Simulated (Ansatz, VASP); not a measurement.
**Two plane-wave programs on As2Se**

```
As Se
1.0
    -3.52942    3.52942    2.65357
     3.52942   -3.52942    2.65357
     3.52942    3.52942   -2.65357
As Se
4 2
Cartesian
  0.0000 5.2941 0.6634
  0.0000 1.7647 0.6634
  1.7647 3.5294 1.9902
  -1.7647 3.5294 1.9902
  0.0000 0.0000 2.6536
  3.5294 0.0000 1.3268
```

Alike in both runs: task single point; functional PBEsol; k mesh 8 × 8 × 8; no spin polarisation.

|  | VASP | Ansatz |
| --- | --- | --- |
| version | VASP 6.6.1 | Ansatz 0.2.0 |
| potentials or method | VASP PAW PBE potentials, release 64 (As, Se) | scalar-relativistic, plane waves, PAW |
| plane-wave cutoff (eV) | 520 | 420 |
| occupations | methfessel-paxton of order 1, width 0.01 eV | cold, width 0.01 eV |
| valence electrons in the cell | 32 | 92 |

|  | VASP | Ansatz | Ansatz less VASP |
| --- | --- | --- | --- |
| gap on the k mesh at the Fermi level (eV) | none | none | - |
| pressure (GPa) | -3.3 | -3.5 | -0.16 |
| largest component of the traceless stress (GPa) | 0.61 | 0.65 | +0.038 |

A gap of «none» marks a metal or a gap that the smearing closes. The two sets of potentials don't hold the same shells in valence.

Caveats: the PAW data sets were made with another functional, which shifts forces and pressure a little (VASP).
